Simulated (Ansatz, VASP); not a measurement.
# Zn24Sb8HN24 (H transfer from N to N): VASP beside Ansatz

Aim: how closely do two programs agree when they are given the same cell, functional and k mesh? The cell is taken from a series of runs on this material, whose earlier steps may have relaxed, scaled, displaced or heated it; both programs get it as it stands.

Calculated with Ansatz 0.2.0; plane waves, with VASP 6.6.1 beside it; single point at HSE06.

### Step 1. Starting point

The cell holds 57 atoms: 24 Zn, 8 Sb, 24 N and 1 H. Cell: a = 9.402 Å, b = 9.402 Å, c = 11.075 Å, α = 114.5°, β = 114.5°, γ = 88.1°. It derives from Zn3SbN3 (Zn3SbN3 (Cm)). Nearest the centre at fractional (0.412, 0.412, 0.350): H57 at 1.42 Å, Sb25 at 1.49 Å, N45 at 1.52 Å, N40 at 1.52 Å, Zn2 at 2.47 Å, Zn3 at 2.57 Å, Zn15 at 2.62 Å, N56 at 2.76 Å. The cell carries charge +1.

Coordinates:

```xyz
57
Lattice="6.7597 -6.5343 0.0061 6.7597 6.5343 0.0061 -6.3964 0.0000 9.0407" Properties=species:S:1:pos:R:3 pbc="T T T"
Zn   -0.4317    0.0041    4.0125
Zn    1.5696   -1.4372    2.1868
Zn    1.4526    1.4354    2.1631
Zn   -3.6192    0.0097    8.5094
Zn   -1.6247   -1.4414    6.7388
Zn   -1.6238    1.4438    6.7045
Zn    2.9899    3.3018    3.9669
Zn    5.6356    2.1872    1.8846
Zn    4.9482    4.8535    2.1646
Zn   -0.2089    3.3150    8.3717
Zn    1.7753    1.8444    6.7000
Zn    1.7939    4.7390    6.6597
Zn    2.9589   -3.2618    4.0224
Zn    4.9406   -4.6945    2.2058
Zn    4.9383   -1.8381    2.2225
Zn   -0.2614   -3.2591    8.5451
Zn    1.7552   -4.6868    6.7346
Zn    1.7525   -1.8052    6.7456
Zn    6.2881   -0.0037    4.0029
Zn    8.3217   -1.4344    2.2016
Zn    8.4272    1.4115    2.2016
Zn    3.1612    0.0150    8.5248
Zn    5.1307   -1.4258    6.6951
Zn    5.1295    1.4703    6.7201
Sb    3.0692   -0.0620    4.6398
Sb    6.3529    0.0169    0.0186
Sb    6.5247    3.3085    4.6019
Sb    9.6966    3.2792    0.0371
Sb    6.5269   -3.2479    4.5702
Sb    9.7199   -3.2528    0.0245
Sb    9.9009   -0.0058    4.5855
Sb    6.6987   -0.0010    9.0452
N    -0.1278    1.7475    3.2088
N    -0.0930   -1.7342    3.1789
N     1.4338   -0.0003    0.8570
N    -3.2752    1.7466    7.7057
N    -3.2885   -1.7274    7.7090
N    -1.7574   -0.0152    5.4090
N     3.2961    5.0285    3.1667
N     3.1260    1.5042    3.2453
N     4.8592    3.4304    0.7773
N     0.1182    5.0559    7.6208
N     0.1079    1.5389    7.6740
N     1.6513    3.2666    5.3617
N     3.2747   -1.5143    3.2054
N     3.3149   -4.9964    3.2350
N     4.7936   -3.2572    0.8908
N     0.0929   -1.5291    7.7269
N     0.0861   -4.9775    7.7059
N     1.6271   -3.2359    5.4199
N     6.7708    1.7302    3.2663
N     6.6631   -1.7222    3.1887
N     8.2140    0.0038    0.8733
N     3.4730    1.7512    7.7127
N     3.4816   -1.7207    7.7059
N     4.9558    0.0354    5.3930
H     3.8690    1.1849    2.5980
```

### Step 2. VASP: single point, HSE06

With cell and atoms fixed, the geometry can't cause a difference; cores, projectors, grids and the points listed under the comparison can.

Lines of VASP's logs that name or quote its potential files are left out, and so is its time.

The run reads the wave functions of an earlier VASP run, which isn't shown here.

Contents of INCAR:

```
SYSTEM = Zn24Sb8HN24
PREC = Accurate
ENCUT = 520
EDIFF = 1E-06
NELM = 100
ISMEAR = 0
SIGMA = 0.01
LREAL = Auto
ALGO = Normal
LHFCALC = .TRUE.
AEXX = 0.25
GGA = PE
HFSCREEN = 0.208
LASPH = .TRUE.
NELECT = 448
NBANDS = 263
PRECFOCK = Fast
LORBIT = 11
LWAVE = .FALSE.
LCHARG = .FALSE.
ISIF = 2
ISYM = 0
```

Contents of POSCAR:

```
Zn24Sb8HN24
1.0
    6.7597142595     -6.5343393903      0.0061254106
    6.7597142595      6.5343393903      0.0061254106
   -6.3963793386      0.0000000000      9.0406543823
Zn Sb N H
24 8 24 1
Direct
    0.1776206224      0.1782486158      0.4435820475
    0.3403615603      0.1204184359      0.2415694454
    0.1106632894      0.3303364595      0.2389601678
    0.1767629024      0.1782415085      0.9409936822
    0.3426286973      0.1220476215      0.7450758976
    0.1201260783      0.3410869778      0.7412807427
    0.1758360120      0.6811309255      0.4382029314
    0.3477914713      0.6825078757      0.2077637263
    0.1075925934      0.8503659491      0.2387831044
    0.1687337228      0.6760510368      0.9254361862
    0.3405035028      0.6227709795      0.7404494031
    0.1182749510      0.8435234566      0.7359829805
    0.6786802370      0.1795036759      0.4443473197
    0.8397848264      0.1213565418      0.2433321642
    0.6219302625      0.3406263948      0.2451791334
    0.6769609232      0.1782006688      0.9446075904
    0.8405923965      0.1233358164      0.7442701275
    0.6204673302      0.3442054206      0.7454907986
    0.6744570751      0.6738839976      0.4418552305
    0.8400418433      0.6205247252      0.2425332502
    0.6300804163      0.8460896013      0.2425271756
    0.6783759982      0.6806681635      0.9420246511
    0.8385103546      0.6203106937      0.7395620061
    0.6181263432      0.8431448419      0.7423319336
    0.4742804782      0.4647968380      0.5125836459
    0.4692913437      0.4718795429      0.0014238855
    0.4698225522      0.9761492864      0.5080451335
    0.4677972434      0.9696321748      0.0031259323
    0.9700200429      0.4729623422      0.5045360816
    0.9686826116      0.4708833805      0.0017370338
    0.9721388992      0.9712511105      0.5058947851
    0.9683076824      0.9681568985      0.9991940499
    0.0246572976      0.2920898684      0.3547158313
    0.2920731094      0.0266813716      0.3514035849
    0.1508299282      0.1507846521      0.0945908424
    0.0272539912      0.2945499956      0.8521258793
    0.2922661064      0.0279113047      0.8524895956
    0.1541478375      0.1518147639      0.5980869738
    0.0244934448      0.7940417085      0.3497180383
    0.2857089478      0.5159008660      0.3584258251
    0.1373479604      0.6623317083      0.0854313333
    0.0204297601      0.7941726217      0.8423968263
    0.2915676706      0.5270843877      0.8482818398
    0.1525211496      0.6524374180      0.5925226629
    0.5255805897      0.2938349960      0.3540004659
    0.7965445038      0.0319118237      0.3572650393
    0.6501741777      0.1516982507      0.0979901271
    0.5279852543      0.2939707693      0.8541286815
    0.7902545780      0.0285059871      0.8518093972
    0.6513379685      0.1561234019      0.5989564641
    0.5389319622      0.8037172428      0.3603783873
    0.7910855721      0.5275201705      0.3518156767
    0.6525648416      0.6531480031      0.0957174434
    0.5260928033      0.7940914191      0.8522184227
    0.7920400224      0.5287044066      0.8514629572
    0.6456714445      0.6510947695      0.5956496556
    0.3312046801      0.5125455806      0.2867999635
```

Contents of KPOINTS:

```
Automatic mesh
0
Gamma
1 1 1
0.25 0.25 0.25
```

PAW data sets: Zn, Sb, N and H (PBE family, release 64).

On the command line:

```sh
$ export OMP_NUM_THREADS=3
$ mpirun -np 1 vasp_std
```

Numbers of over 12 decimals in the logs are rounded to 6 here.

The program printed:

```text
[banner, memory and clock lines left out]
running    1 mpi-ranks, on    1 nodes
[...]
Offloading initialized ...    1 GPUs detected
[...]
LDA part: xc-table for (Slater+PW92), standard interpolation
|                                                                             |
|           W    W    AA    RRRRR   N    N  II  N    N   GGGG   !!!           |
|           W    W   A  A   R    R  NN   N  II  NN   N  G    G  !!!           |
|           W    W  A    A  R    R  N N  N  II  N N  N  G       !!!           |
|           W WW W  AAAAAA  RRRRR   N  N N  II  N  N N  G  GGG   !            |
|           WW  WW  A    A  R   R   N   NN  II  N   NN  G    G                |
|           W    W  A    A  R    R  N    N  II  N    N   GGGG   !!!           |
|                                                                             |
|     Your generating k-point grid is not commensurate with the symmetry      |
|     of the lattice. This can cause slow convergence with respect to         |
|     k-points for HF-type calculations.                                      |
[...]
|      ) and/or shift your grid to Gamma (G) (e.g. required for               |
|        hexagonal, fcc, and fcc-orthorhombic lattices).                      |
|      ) and/or set KBLOWUP = .FALSE.                                         |
|                                                                             |

 found WAVECAR, reading the header
 POSCAR, INCAR and KPOINTS ok, starting setup
[...]
reading WAVECAR
 the WAVECAR file was read successfully
 initial charge from wavefunction
 entering main loop
       N       E                     dE             d eps       ncg     rms          rms(c)
DAV:   1    -0.320221958116E+03   -0.32022E+03   -0.27218E+01   716   0.452E+01    0.360E+01
DAV:   2    -0.320269246447E+03   -0.47288E-01   -0.12904E+01   652   0.184E+01    0.351E+01
DAV:   3    -0.320399293802E+03   -0.13005E+00   -0.16277E+00   748   0.549E+00    0.267E+01
DAV:   4    -0.320406809522E+03   -0.75157E-02   -0.26340E-01   572   0.192E+00    0.158E+01
[...]
DAV:  14    -0.320400816783E+03   -0.23029E-05   -0.70724E-07   300   0.590E-03    0.926E-02
DAV:  15    -0.320400818254E+03   -0.14707E-05   -0.47346E-07   284   0.436E-03    0.551E-02
DAV:  16    -0.320400819159E+03   -0.90481E-06   -0.24303E-07   284   0.352E-03
   1 F= -.32040082E+03 E0= -.32040082E+03  d E =-.178838E-17
```

OUTCAR, selected parts (step 2):

```text
  Total        7.7303233      6.3245768      6.8421292      0.3447798     -0.5555797     -3.3705127
  in kB       15.4977984     12.6795494     13.7171415      0.6912165     -1.1138294     -6.7572241
  external PRESSURE =      13.9648298 kB  Pullay stress =       0.0000000 kB

 POSITION                                       TOTAL-FORCE (eV/Angst)
 -----------------------------------------------------------------------------------
     -0.43174      0.00410      4.01245         0.020010      0.006988      0.142381
      1.56957     -1.43718      2.18677         0.012798     -0.052554     -0.072968
      1.45255      1.43542      2.16306         0.001618      0.072867     -0.089947
     -3.61922      0.00966      8.50937         0.023177     -0.005263      0.132529
     -1.62471     -1.44135      6.73882        -0.003515     -0.038501     -0.058600
     -1.62384      1.44383      6.70449        -0.000217      0.041963     -0.077940
      2.98994      3.30177      3.96689         0.027473      0.049635      0.140295
      5.63559      2.18715      1.88463        -0.065209     -0.080158     -0.011840
      4.94818      4.85353      2.16462        -0.018938      0.060926     -0.088262
     -0.20894      3.31498      8.37172         0.004252      0.031969      0.096187
      1.77526      1.84443      6.70005         0.011195     -0.046278     -0.047417
      1.79386      4.73902      6.65966         0.007921      0.059310     -0.061369
      2.95886     -3.26179      4.02245         0.015988     -0.006094      0.126228
      4.94060     -4.69445      2.20577        -0.000235     -0.048797     -0.064224
[...]
-----------------------------------------------------------------------------------
    total drift:                               -0.015034      0.004264     -0.009966

  FREE ENERGIE OF THE ION-ELECTRON SYSTEM (eV)
  ---------------------------------------------------
  free  energy   TOTEN  =      -320.4008191588 eV

  energy  without entropy=     -320.4008191588  energy(sigma->0) =     -320.40081916

[... 3 further parts left out ...]
[key lines of the parts left out:]
E-fermi :   2.8492
```

The run ends at a pressure of 1.40 GPa, with forces up to 0.84 eV/Å.

(Part 1 of 2 ends here.)

[Lines on the potential files, build, host, timing and source positions are cut from VASP's logs without a mark.]

[Logs are printed without paths, hosts, clocks, repeated set-up lines and the standing remarks that a program may print on its own settings, such as how far it seeks lower states.]

[Hosts, paths, dates, database ids (printed as entryN), source tags and the programs' standing remarks are cut or masked in the printed files.]
